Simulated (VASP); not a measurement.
Consider the following.

```
CELL_PARAMETERS angstrom
     -2.09018     2.09018     5.02556
      2.09018    -2.09018     5.02556
      2.09018     2.09018    -5.02556
ATOMIC_POSITIONS crystal
  Ca 0.00000 0.00000 0.00000
  Zn 0.25000 0.75000 0.50000
  Zn 0.75000 0.25000 0.50000
  Si 0.61590 0.61590 0.00000
  Si 0.38410 0.38410 0.00000
```

Level of theory: PBEsol GGA with spin-orbit coupling, VASP's PBE PAW potentials (set 64) (plane waves; VASP). Run with 400 eV cut-off, 9×9×9 Γ-centred mesh, Gaussian smearing of 0.050 eV, potentials Ca_sv Zn Si.

The job: CaZn₂Si₂ (space group I4/mmm), 5 atoms, PBEsol+SOC, static run, 400 eV, 9×9×9 Γ-centred mesh. Roughly how much core time does it take on a busy server core?

About 20 core-minutes (one run on a shared machine, a rough figure). It had 75 irreducible k-points, 50 bands, up to 3274 plane waves and 14 electronic steps.

The structure comes from a computed database's CaZn2Si2 entry (I4/mmm); how it stands against other phases isn't given here. It was relaxed first.
